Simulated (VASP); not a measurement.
Calculation: r2SCAN meta-GGA, VASP's PBE PAW potentials (set 64) (plane waves; VASP).

VASP input:

### INCAR
```
ALGO=Normal   # blocked Davidson
LREAL=.FALSE.
NSW=60   # most ionic steps
SIGMA=0.05   # width (eV)
ISIF=3
LCHARG=.FALSE.
LMAXMIX=4   # l cut-off of mixed one-centre charges
LASPH=.TRUE.
IBRION=2
LWAVE=.FALSE.
EDIFF=1E-6   # SCF stop (eV)
ENCUT=400
SYSTEM=ZnS
NELM=100   # most electronic steps
PREC=Accurate
EDIFFG=-0.01   # ionic stop
LMIXTAU=.TRUE.
ISMEAR=0   # Gaussian
METAGGA=R2SCAN
```

### POSCAR
```
ZnS
1
    0.0000000000     2.7050000000     2.7050000000
    2.7050000000     0.0000000000     2.7050000000
    2.7050000000     2.7050000000     0.0000000000
Zn S
1 1
Direct
  0.0000000000   0.0000000000   0.0000000000
  0.2500000000   0.2500000000   0.2500000000
```

### KPOINTS
```
Automatic mesh
0
Gamma
8 8 8
0 0 0
```

POTCAR, in this order: Zn S (PBE.64 set). Program: vasp_std.

Output of the run:

OSZICAR:
```
       N       E                     dE             d eps       ncg     rms          rms(c)
DAV:   1     0.675587295308E+02    0.67559E+02   -0.80200E+03   754   0.141E+03
DAV:   2    -0.163287684904E+02   -0.83887E+02   -0.80319E+02   809   0.265E+02
DAV:   3    -0.218697910543E+02   -0.55410E+01   -0.55138E+01   924   0.718E+01
DAV:   4    -0.219352193623E+02   -0.65428E-01   -0.65413E-01   819   0.817E+00
DAV:   5    -0.219361452009E+02   -0.92584E-03   -0.92582E-03   954   0.955E-01    0.728E+00
DAV:   6    -0.188419597706E+02    0.30942E+01   -0.20345E+00   854   0.482E+01    0.664E+00
DAV:   7    -0.187845562787E+02    0.57403E-01   -0.66368E-01   779   0.162E+01    0.346E+00
DAV:   8    -0.188365796180E+02   -0.52023E-01   -0.12631E-01   774   0.502E+00    0.155E+00
DAV:   9    -0.188256999040E+02    0.10880E-01   -0.12487E-01   754   0.394E+00    0.409E-01
DAV:  10    -0.188466633281E+02   -0.20963E-01   -0.47071E-02   754   0.233E+00    0.155E-01
DAV:  11    -0.188592830623E+02   -0.12620E-01   -0.46951E-03   774   0.847E-01    0.592E-02
DAV:  12    -0.188452117831E+02    0.14071E-01   -0.46616E-03   759   0.873E-01    0.101E-01
DAV:  13    -0.188594432004E+02   -0.14231E-01   -0.32397E-03   754   0.655E-01    0.190E-02
DAV:  14    -0.188595417703E+02   -0.98570E-04   -0.74011E-05   884   0.964E-02    0.998E-03
DAV:  15    -0.188595449211E+02   -0.31508E-05   -0.26967E-06   811   0.199E-02    0.731E-03
DAV:  16    -0.188595467796E+02   -0.18585E-05   -0.10801E-06   507   0.267E-02    0.388E-03
DAV:  17    -0.188595483222E+02   -0.15426E-05   -0.12062E-06   532   0.178E-02    0.282E-03
DAV:  18    -0.188595476784E+02    0.64376E-06   -0.26559E-07   412   0.111E-02
   1 F= -.18859548E+02 E0= -.18859548E+02  d E =-.188595E+02
       N       E                     dE             d eps       ncg     rms          rms(c)
DAV:   1    -0.189413132123E+02   -0.81765E-01   -0.10186E+00   894   0.240E+01    0.207E+00
DAV:   2    -0.188699456236E+02    0.71368E-01   -0.24827E-01   899   0.177E+01    0.822E-01
DAV:   3    -0.188633099227E+02    0.66357E-02   -0.71180E-03   764   0.110E+00    0.390E-01
DAV:   4    -0.188616443772E+02    0.16655E-02   -0.74070E-03   814   0.111E+00    0.198E-01
DAV:   5    -0.188620549072E+02   -0.41053E-03   -0.68602E-04   774   0.312E-01    0.181E-01
DAV:   6    -0.188618865280E+02    0.16838E-03   -0.56744E-04  1027   0.238E-01    0.568E-02
DAV:   7    -0.188618453201E+02    0.41208E-04   -0.13930E-04   754   0.134E-01    0.327E-02
DAV:   8    -0.188618545269E+02   -0.92068E-05   -0.65748E-05   754   0.948E-02    0.128E-02
DAV:   9    -0.188618767153E+02   -0.22188E-04   -0.29794E-05   754   0.606E-02    0.118E-02
DAV:  10    -0.188618791292E+02   -0.24139E-05   -0.18267E-06   684   0.155E-02    0.554E-03
DAV:  11    -0.188618793788E+02   -0.24964E-06   -0.12609E-07   392   0.397E-03
   2 F= -.18861879E+02 E0= -.18861879E+02  d E =-.233170E-02
       N       E                     dE             d eps       ncg     rms          rms(c)
DAV:   1    -0.188658748076E+02   -0.39957E-02   -0.48445E-02   889   0.540E+00    0.444E-01
DAV:   2    -0.188623977960E+02    0.34770E-02   -0.10633E-02   899   0.328E+00    0.178E-01
DAV:   3    -0.188621145619E+02    0.28323E-03   -0.30324E-04   764   0.179E-01    0.853E-02
DAV:   4    -0.188620392940E+02    0.75268E-04   -0.34421E-04   804   0.208E-01    0.399E-02
DAV:   5    -0.188620766164E+02   -0.37322E-04   -0.40070E-05   769   0.749E-02    0.345E-02
DAV:   6    -0.188620836828E+02   -0.70664E-05   -0.47961E-05  1038   0.713E-02    0.171E-02
DAV:   7    -0.188620890970E+02   -0.54143E-05   -0.12796E-05   769   0.445E-02    0.626E-03
DAV:   8    -0.188620866487E+02    0.24483E-05   -0.29837E-06   754   0.227E-02    0.281E-03
DAV:   9    -0.188620895622E+02   -0.29135E-05   -0.18057E-06   634   0.159E-02    0.230E-03
DAV:  10    -0.188620896495E+02   -0.87247E-07   -0.12267E-07   377   0.357E-03
   3 F= -.18862090E+02 E0= -.18862090E+02  d E =-.254197E-02
       N       E                     dE             d eps       ncg     rms          rms(c)
DAV:   1    -0.188623282467E+02   -0.23868E-03   -0.29682E-03   889   0.133E+00    0.110E-01
DAV:   2    -0.188620875278E+02    0.24072E-03   -0.65968E-04   899   0.830E-01    0.439E-02
DAV:   3    -0.188620744191E+02    0.13109E-04   -0.18561E-05   764   0.442E-02    0.210E-02
DAV:   4    -0.188620716848E+02    0.27342E-05   -0.21152E-05   809   0.531E-02    0.995E-03
DAV:   5    -0.188620753040E+02   -0.36192E-05   -0.23874E-06   732   0.185E-02    0.864E-03
DAV:   6    -0.188620779944E+02   -0.26904E-05   -0.24781E-06   704   0.166E-02    0.373E-03
DAV:   7    -0.188620791090E+02   -0.11146E-05   -0.73973E-07   392   0.111E-02    0.167E-03
DAV:   8    -0.188620787631E+02    0.34594E-06   -0.13729E-07   377   0.502E-03
   4 F= -.18862079E+02 E0= -.18862079E+02  d E =-.253108E-02
```

**OUTCAR**
```
------------------------ aborting loop because EDIFF is reached ----------------------------------------
  FORCE on cell =-STRESS in cart. coord.  units (eV):
  Direction    XX          YY          ZZ          XY          YZ          ZX
  --------------------------------------------------------------------------------------
  Total       -0.0021835     -0.0021835     -0.0021835      0.0000000      0.0000000     -0.0000000
  in kB       -0.0897370     -0.0897370     -0.0897370      0.0000000      0.0000000     -0.0000000
  external PRESSURE =      -0.0897370 kB  Pullay stress =       0.0000000 kB
  volume of cell :       38.98
      direct lattice vectors                 reciprocal lattice vectors
     0.000000000  2.691253201  2.691253201    -0.185787053  0.185787053  0.185787053
     2.691253201 -0.000000000  2.691253201     0.185787053 -0.185787053  0.185787053
     2.691253201  2.691253201  0.000000000     0.185787053  0.185787053 -0.185787053
  FREE ENERGIE OF THE ION-ELECTRON SYSTEM (eV)
  ---------------------------------------------------
  free  energy   TOTEN  =       -18.8620787631 eV

  energy  without entropy=      -18.8620787631  energy(sigma->0) =      -18.86207876

 reached required accuracy - stopping structural energy minimisation
```
(Selected blocks of OUTCAR.)

**CONTCAR**
```
ZnS
   1.00000000000000
     0.0000000000000000    2.6912532008901309    2.6912532008901309
     2.6912532008901309   -0.0000000000000000    2.6912532008901309
     2.6912532008901309    2.6912532008901309    0.0000000000000000
  Zn              S
     1     1
Direct
     0.0000000000000000    0.0000000000000000    0.0000000000000000
     0.2500000000000000    0.2500000000000000    0.2500000000000000
```

The compound is ZnS in the zinc blende structure. This run relaxes it. Symmetry was kept, so distortions that lower it aren't found.
